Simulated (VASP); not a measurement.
**LaB6: energy against volume**

LaB6 (cab6, Pm-3m, 10.070 Å³/atom and stress up to 0.06 GPa in the relaxed cell, cube axes along x, y and z) under an equal strain ε along all three axes. PBEsol in VASP (plane waves, PAW), 600 eV, 12×12×12 Γ-centred mesh, Methfessel-Paxton smearing 0.10 eV; ions are relaxed, or left where forces stay under 0.02 eV/Å, within the symmetry of each cell.

Here V stands for volume and E for E less E0.

```
volume (Å³/atom)  E less E0 (meV/atom)  pressure (GPa)
----------------  --------------------  --------------
9.4780                           21.72           12.18
9.6238                           12.08            8.85
9.7711                            5.32            5.71
9.9199                            1.33            2.74
10.0702                           0.00           -0.06
10.2220                           1.21           -2.67
10.3753                           4.88           -5.14
10.5302                          10.90           -7.46
10.6866                          19.17           -9.63
11.0040                              ?               ?
```

### Question
Using the third-order Birch-Murnaghan form, a cubic in V^(-2/3), estimate the missing E at V = 11.0040 from the other rows, showing the fit.

### Answer
With u = V^(-2/3) - 0.215, the rows have u = 0.008283, 0.006022, 0.003795, 0.001602, -0.000559, -0.002687, -0.004784, -0.006850, -0.008886. Least squares gives E = 0.094 + 328.69·u + 277012·u² - 178279·u³. Residuals (row less fit): 0.000, 0.000, -0.001, -0.001, 0.003, -0.004, -0.001, 0.002, -0.001; standard error 0.003 (degrees of freedom: 5). Its minimum lies at u = -0.000593, so V0 = (0.214407)^(-3/2) = 10.07. There d²E/du² = 554700 and d³E/du³ = -1070000, so B0 = (4/9) × 10.07^(-7/3) × 554700 × 0.160218 = 180 GPa (the last factor turns the table's units into GPa), and B0' = 4 + (2/3) × 0.214407 × (-1070000)/554700 = 3.7. B0' rests on the cubic coefficient alone and has a standard error of 0.1 from these residuals. At the withheld row, u = -0.012869, so E = 0.094 + 328.69 × (-0.012869) + 277012 × (-0.012869)² - 178279 × (-0.012869)³ = 42.120 meV/atom. The calculation gives 42.12 meV/atom, which the fit meets to the printed digits. The row lies outside the fitted rows, so this is an extrapolation. The scatter of the fitted rows lies at the last printed digit.

In a metal these values are sensitive to mesh and smearing; energies are taken to zero smearing, stresses follow the free energy. Other structures, which can take over under pressure, weren't tried. The same form fitted to the pressure column gives B0' = 3.7; series where the two differ by over 0.4 aren't shown. For LaB6: the electron count is odd and the run is not spin-polarised, which forces a metal. Rows are the converged runs of the series near zero and its far end, less any whose ions stayed unrelaxed beside relaxed ones; series whose fitted rows scatter by over a few per cent of the range, as at a crossing or softening among them, aren't shown in this form.
